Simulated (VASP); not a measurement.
**Bismuth: the relaxed cell at several levels**

How close do the usual functionals, with and without dispersion, come to the cell of Bismuth? The levels: LDA, PBEsol, PBE, r2SCAN, PBE + D3(BJ), r2SCAN + rVV10, BLYP + D3(BJ) and rev-vdW-DF2. LASPH is on for some levels and off for others; the table marks which. The start is a cell from a database of measured crystal structures.

Calculated with VASP 6.6.1; LDA; plane waves and PAW (Bi_d), in the first sound run; inputs show where later runs differ.

Most raw output is cut from this account.

The database entry behind the starting cell lists a temperature near 78 K, so it need not match the best structure at ambient conditions.

### Step 1. The structure

Before any relaxation, the start is as follows. It takes space group R-3m (No. 166, trigonal). The conventional cell has a = 4.535 Å, b = 4.535 Å, c = 11.814 Å, α = 90.00°, β = 90.00°, γ = 120.00°. Nearest to Bi lie 3 Bi at 3.06 Å.

Structure file:

```cif
data_structure
_symmetry_space_group_name_H-M 'P 1'
_symmetry_Int_Tables_number 1
_cell_length_a 4.7290
_cell_length_b 4.7290
_cell_length_c 4.7290
_cell_angle_alpha 57.304
_cell_angle_beta 57.304
_cell_angle_gamma 57.304
_cell_volume 70.14
loop_
_atom_site_label
_atom_site_type_symbol
_atom_site_fract_x
_atom_site_fract_y
_atom_site_fract_z
_atom_site_occupancy
Bi1 Bi 0.23400 0.23400 0.23400 1
Bi2 Bi 0.76600 0.76600 0.76600 1
```

### Step 2. Relaxation with LDA

The start need not lie at this functional's minimum. ISIF = 3 frees volume, shape and positions, and EDIFFG sets the threshold on forces and stress at which the search stops. LDA, the lowest rung, knows the local density alone.

INCAR

```
SYSTEM = Bi
PREC = Accurate
ENCUT = 520
EDIFF = 1E-06
NELM = 100
ISMEAR = -1
SIGMA = 0.05
LREAL = .FALSE.
ALGO = Normal
GGA = CA
NBANDS = 21
LORBIT = 11
LWAVE = .FALSE.
LCHARG = .FALSE.
KPAR = 2
IBRION = 2
NSW = 60
ISIF = 3
EDIFFG = -0.01
```

POSCAR

```
Bi
1.0
    2.2675000000      1.3091417354      3.9380000000
   -2.2675000000      1.3091417354      3.9380000000
    0.0000000000     -2.6182834708      3.9380000000
Bi
2
Direct
    0.2340000000      0.2340000000      0.2340000000
    0.7660000000      0.7660000000      0.7660000000
```

KPOINTS

```
Automatic mesh
0
Gamma
7 7 7
0 0 0
```

PAW data sets: Bi_d (PBE family, release 64).

Command:

```sh
mpirun -np 2 vasp_std
```

Elapsed: 5 min, on 2 MPI ranks of AMD EPYC 7R43, shared host; peak memory 0.36 GiB.

The gap is read on the k-mesh alone, so it is an upper bound where the band edges lie off the mesh, and a coarse mesh can show a gap where there is none. The PAW data sets were made with PBE, though LDA sets exist; this is a small mismatch. The run keeps the 12 symmetry operations of its start, so it cannot find a distortion of lower symmetry.

Step by step:

```
step  energy less that of the first step (eV)  largest force (eV/Å)  pressure (GPa)  volume (Å³)
   1                                   0.0000                0.0734           -1.47        70.14
   2                                  -0.0085                0.2658            0.88        66.93
   3                                  -0.0108                0.2065            0.08        67.91
   4                                  -0.0146                0.1453            0.08        67.62
   5                                  -0.0190                0.0096            0.15        66.87
   6                                  -0.0191                0.0063            0.12        66.79
   7                                  -0.0194                0.0138           -0.13        67.12
   8                                  -0.0194                0.0136           -0.10        67.08
   9                                  -0.0195                0.0087            0.04        66.93
  10                                  -0.0195                0.0014            0.02        66.96
```

```
conventional cell, symmetrised  before   after  change
                         a (Å)   4.535   4.505  -0.7 %
                         b (Å)   4.535   4.505  -0.7 %
                         c (Å)  11.814  11.431  -3.2 %
              volume (Å³/atom)   35.07   33.48  -4.5 %
```

The atoms that moved most (Å, as changes of fractional coordinates times the final cell):

```
atom     dx     dy      dz  length
 Bi1  0.000  0.000   0.038   0.038
 Bi2  0.000  0.000  -0.038   0.038
```

Final coordinates:

```xyz
2
Lattice="2.2524 1.3004 3.8103 -2.2524 1.3004 3.8103 0.0000 -2.6009 3.8103" Properties=species:S:1:pos:R:3 pbc="T T T"
Bi    0.0000    0.0000    2.7132
Bi    0.0000    0.0000    8.7177
```

Numbers from this step:

```yaml
electrons: 30
bands: 21
irreducible_k_points: 44
symmetry_operations: 12
free_energy_toten: -9.217 eV
energy_at_zero_smearing: -9.217 eV
fermi_energy: 6.524 eV
pressure: 0.01569 GPa
metallic_judged_on_the_points_sampled: no
valence_top_at_k: 0.1429, 0.1429, 0
conduction_bottom_at_k: 0.4286, 0, 0
least_direct_gap_at_k: 0.4286, 0, 0
scf_cycles_over_all_ionic_steps: 68
gap_on_the_k_mesh: 0.2549 eV
least_direct_gap_on_the_k_mesh: 0.5865 eV
```

It ends with a largest force of 0.001 eV/Å and a pressure of 0.02 GPa. The volume lies -4.5 % from that of the database's start, part of which can be the thermal and zero-point expansion of its experiment. LDA is known to overbind. The conventional cell has a = 4.505 and c = 11.431 Å.

### Step 3. Relaxation with PBEsol

This step: PBEsol; plane waves and PAW (Bi_d) (VASP 6.6.1).

PBEsol restores the gradient expansion of exchange and is tuned for the cells of solids.

Changes to INCAR since step 2:

```diff
@@ -9,3 +9,3 @@
 ALGO = Normal
-GGA = CA
+GGA = PS
 NBANDS = 21
```

POSCAR is that of step 2.

KPOINTS is that of step 2.

Command:

```sh
mpirun -np 2 vasp_std
```

It took 4.3 min on 2 MPI ranks; peak memory 0.4 GiB.

The PAW data sets were made with PBE, which is usual practice but a small mismatch for other functionals.

Step by step:

```
step  energy less that of the first step (eV)  largest force (eV/Å)  pressure (GPa)  volume (Å³)
   1                                   0.0000                0.1359           -0.41        70.14
   2                                  -0.0029                0.1411            0.08        69.24
   3                                  -0.0034                0.1442            0.33        68.81
   4                                  -0.0055                0.0856            0.15        68.79
   5                                  -0.0070                0.0212           -0.14        68.74
   6                                  -0.0073                0.0185            0.04        68.46
   7                                  -0.0073                0.0176            0.04        68.42
   8                                  -0.0073                0.0171            0.06        68.35
   9                                  -0.0074                0.0128            0.02        68.42
  10                                  -0.0074                0.0099            0.03        68.45
```

```
conventional cell, symmetrised  before   after  change
                         a (Å)   4.535   4.531  -0.1 %
                         b (Å)   4.535   4.531  -0.1 %
                         c (Å)  11.814  11.547  -2.3 %
              volume (Å³/atom)   35.07   34.22  -2.4 %
```

The atoms that moved most (Å, as changes of fractional coordinates times the final cell):

```
atom     dx     dy      dz  length
 Bi1  0.000  0.000   0.036   0.036
 Bi2  0.000  0.000  -0.036   0.036
```

The relaxed structure:

```xyz
2
Lattice="2.2657 1.3081 3.8491 -2.2657 1.3081 3.8491 0.0000 -2.6162 3.8491" Properties=species:S:1:pos:R:3 pbc="T T T"
Bi    0.0000    0.0000    2.7378
Bi    0.0000    0.0000    8.8094
```

Numbers from this step:

- free energy (TOTEN): -8.631 eV
- energy at zero smearing: -8.630 eV
- Fermi energy: 6.383 eV
- pressure: 0.02526 GPa
- SCF cycles over all ionic steps: 63
- gap on the k-mesh: 0.2315 eV
- least direct gap on the k-mesh: 0.5570 eV

It ends at 34.22 Å³/atom, -2.4 % from the start, with 0.03 GPa left. The conventional cell has a = 4.531 and c = 11.547 Å.

### Step 4. Relaxation with PBE

This step: PBE; plane waves and PAW (Bi_d) (VASP 6.6.1).

PBE, the usual starting point, adds the gradient of the density.

Changes to INCAR since step 3:

```diff
@@ -9,3 +9,3 @@
 ALGO = Normal
-GGA = PS
+GGA = PE
 NBANDS = 21
```

POSCAR is that of step 3.

KPOINTS is that of step 3.

Command:

```sh
mpirun -np 2 vasp_std
```

Wall time 3.8 min (2 MPI ranks); peak memory 0.41 GiB; 7.5 min of CPU time.

Relaxation path:

```
step  energy less that of the first step (eV)  largest force (eV/Å)  pressure (GPa)  volume (Å³)
   1                                   0.0000                0.2066            2.04        70.14
   2                                  -0.0120                0.1384           -1.05        74.77
   3                                  -0.0186                0.0162            0.02        72.97
   4                                  -0.0186                0.0220           -0.02        73.03
   5                                  -0.0187                0.0106            0.01        72.98
   6                                  -0.0187                0.0002            0.06        72.92
   7                                  -0.0187                0.0006            0.08        72.98
   8                                  -0.0188                0.0023            0.01        73.15
```

```
conventional cell, symmetrised  before   after  change
                         a (Å)   4.535   4.593  +1.3 %
                         b (Å)   4.535   4.593  +1.3 %
                         c (Å)  11.814  12.011  +1.7 %
              volume (Å³/atom)   35.07   36.57  +4.3 %
```

Final coordinates:

```xyz
2
Lattice="2.2965 1.3259 4.0037 -2.2965 1.3259 4.0037 0.0000 -2.6518 4.0037" Properties=species:S:1:pos:R:3 pbc="T T T"
Bi    0.0000    0.0000    2.8122
Bi    0.0000    0.0000    9.1988
```

It ends at 36.57 Å³/atom, +4.3 % from the start, with 0.01 GPa left. The conventional cell has a = 4.593 and c = 12.011 Å.

### Step 5. Relaxation with r2SCAN

This step: r2SCAN; plane waves and PAW (Bi_d) (VASP 6.6.1).

r2SCAN adds the kinetic-energy density, costs more than a GGA and is run with LASPH.

Changes to INCAR since step 4:

```diff
@@ -9,3 +9,4 @@
 ALGO = Normal
-GGA = PE
+METAGGA = R2SCAN
+LASPH = .TRUE.
 NBANDS = 21
```

POSCAR is that of step 4.

KPOINTS is that of step 4.

Command:

```sh
mpirun -np 2 vasp_std
```

Wall time 31 min (2 MPI ranks); peak memory 0.42 GiB.

The run was stopped at its time limit, by a STOPCAR file.

By then 14 ionic steps had been finished.

More ranks or a longer limit might have been enough; this was not tried, nor was going on from the last geometry.

### Step 6. Relaxation with PBE + D3(BJ)

This step: PBE with D3(BJ); plane waves and PAW (Bi_d) (VASP 6.6.1).

A dispersion term adds the long-range attraction that semilocal functionals lack. D3 with Becke-Johnson damping keeps a finite attraction at short range.

Changes to INCAR since step 5:

```diff
@@ -9,4 +9,4 @@
 ALGO = Normal
-METAGGA = R2SCAN
-LASPH = .TRUE.
+GGA = PE
+IVDW = 12
 NBANDS = 21
```

POSCAR is that of step 5.

KPOINTS is that of step 5.

Command:

```sh
mpirun -np 2 vasp_std
```

Run time: 3.4 min. Hardware: 2 MPI ranks; peak memory 0.43 GiB; 6.7 min of CPU time.

It ends at 34.39 Å³/atom, -1.9 % from the start, with 0.03 GPa left. The conventional cell has a = 4.542 and c = 11.551 Å. Against plain PBE, the dispersion term moves a by -1.1 % and c by -3.8 %.

### Step 7. Relaxation with r2SCAN + rVV10

This step: r2SCAN with rVV10; plane waves and PAW (Bi_d) (VASP 6.6.1).

LUSE_VDW switches on a nonlocal correlation term for dispersion.

Changes to INCAR since step 6:

```diff
@@ -9,4 +9,8 @@
 ALGO = Normal
-GGA = PE
-IVDW = 12
+METAGGA = R2SCAN
+LUSE_VDW = .TRUE.
+IVDW_NL = 2
+BPARAM = 11.95
+CPARAM = 0.0093
+LASPH = .TRUE.
 NBANDS = 21
```

POSCAR is that of step 6.

KPOINTS is that of step 6.

Command:

```sh
mpirun -np 2 vasp_std
```

It took 21 min on 2 MPI ranks; peak memory 0.77 GiB; 42 min of CPU time.

It ends at 35.30 Å³/atom, +0.7 % from the start, with 0.03 GPa left. The conventional cell has a = 4.535 and c = 11.892 Å.

### Step 8. Relaxation with BLYP + D3(BJ)

This step: BLYP with D3(BJ); plane waves and PAW (Bi_d) (VASP 6.6.1).

BLYP comes from molecular chemistry and underbinds dense solids.

Changes to INCAR since step 7:

```diff
@@ -9,8 +9,12 @@
 ALGO = Normal
-METAGGA = R2SCAN
-LUSE_VDW = .TRUE.
-IVDW_NL = 2
-BPARAM = 11.95
-CPARAM = 0.0093
-LASPH = .TRUE.
+GGA = B5
+ALDAX = 1
+AGGAX = 1
+AGGAC = 1
+ALDAC = 0
+IVDW = 12
+VDW_S6 = 1
+VDW_S8 = 2.6996
+VDW_A1 = 0.4298
+VDW_A2 = 4.2359
 NBANDS = 21
```

POSCAR is that of step 7.

KPOINTS is that of step 7.

Command:

```sh
mpirun -np 2 vasp_std
```

Elapsed: 6.3 min, on 2 MPI ranks; peak memory 0.45 GiB.

It ends at 34.65 Å³/atom, -1.2 % from the start, with 0.03 GPa left. The conventional cell has a = 4.550 and c = 11.595 Å.

### Step 9. Relaxation with rev-vdW-DF2

This step: rev-vdW-DF2; plane waves and PAW (Bi_d) (VASP 6.6.1).

rev-vdW-DF2 revises the exchange of vdW-DF2 for solids.

INCAR

```
SYSTEM = Bi
PREC = Accurate
ENCUT = 520
EDIFF = 1E-06
NELM = 100
ISMEAR = -1
SIGMA = 0.05
LREAL = .FALSE.
ALGO = Normal
GGA = MK
AGGAC = 0
LUSE_VDW = .TRUE.
PARAM1 = 0.1234
PARAM2 = 0.711357
ZAB_VDW = -1.8867
LASPH = .TRUE.
NBANDS = 21
LORBIT = 11
LWAVE = .FALSE.
LCHARG = .FALSE.
KPAR = 2
IBRION = 2
NSW = 60
ISIF = 3
EDIFFG = -0.01
```

POSCAR is that of step 8.

KPOINTS is that of step 8.

Command:

```sh
mpirun -np 2 vasp_std
```

The job ended after 13 min (2 MPI ranks; peak memory 0.94 GiB).

It ends at 35.53 Å³/atom, +1.3 % from the start, with -0.02 GPa left. The conventional cell has a = 4.571 and c = 11.780 Å.

### Step 10. The cells as a table

This step: relaxed cells at several levels; plane waves and PAW (VASP 6.6.1).

Derived from the runs above.

Lengths are those of the conventional cell; cost is the wall time of each run, as given at its step, times its ranks, without the set-up around it; LASPH differs between rows, which moves results and costs too. Results by level, by row:

```
         level  volume (Å³/atom)  change from the start (%)  a (Å)  c (Å)  cost (core minutes)  LASPH
           LDA             33.48                       -4.5  4.505  11.43                 10.1    off
        PBEsol             34.22                       -2.4  4.531  11.55                 8.67    off
           PBE             36.57                        4.3  4.593  12.01                  7.5    off
  PBE + D3(BJ)             34.39                       -1.9  4.542  11.55                  6.7    off
r2SCAN + rVV10              35.3                        0.7  4.535  11.89                 42.5     on
 BLYP + D3(BJ)             34.65                       -1.2   4.55   11.6                 12.5    off
   rev-vdW-DF2             35.53                        1.3  4.571  11.78                 26.6     on
```

### Step 11. Outcome

```json
{
 "volume, LDA": "33.48 Å³/atom",
 "volume, PBEsol": "34.22 Å³/atom",
 "volume, PBE": "36.57 Å³/atom",
 "volume, PBE + D3(BJ)": "34.39 Å³/atom",
 "volume, r2SCAN + rVV10": "35.30 Å³/atom",
 "volume, BLYP + D3(BJ)": "34.65 Å³/atom",
 "volume, rev-vdW-DF2": "35.53 Å³/atom"
}
```

For Bismuth the levels give volumes between 33.48 Å³/atom (LDA) and 36.57 Å³/atom (PBE), a spread of 9.2 %, while the cost of the finished runs spans a factor of 6.3. Against the volume of the start, a cell from experiment, r2SCAN + rVV10 comes nearest (+0.7 %) and LDA lies farthest (-4.5 %); thermal expansion is in that cell alone. Within 2 % of it: PBE + D3(BJ), r2SCAN + rVV10, BLYP + D3(BJ) and rev-vdW-DF2. The costs hold the number of ionic steps as well as the price of the functional. Against the listed lengths the levels give a from -0.7 % to +1.3 % and c from -3.2 % to +1.7 %. Adding D3(BJ) to PBE changes the volume by -6.0 % (a by -1.1 % and c by -3.8 %). Within 0.02 Å all end in space group R-3m; the runs can't lower the symmetry of the start. Spin-orbit coupling is left out. LASPH is on for some levels and off for others, so differences between them are not the functional's alone. Not obtained: r2SCAN, because the run hit its time limit. Each is a single relaxation on the plane waves of the start cell, so larger changes of volume carry a basis-set error that was not tested here. Zero-point and thermal expansion are not included.

[Lines on the potential files, build, host, timing and source positions are cut from VASP's logs without a mark.]

[Logs are printed without paths, hosts, clocks, repeated set-up lines and the standing remarks that a program may print on its own settings, such as how far it seeks lower states.]

[Hosts, paths, dates, database ids (printed as entryN), source tags and the programs' standing remarks are cut or masked in the printed files.]

[A measured line is paired with the nearest computed mode of its activity, which favours agreement.]

[In band tables of VASP the shares of atoms and orbitals are scaled to a sum of 1 inside the atoms' spheres.]
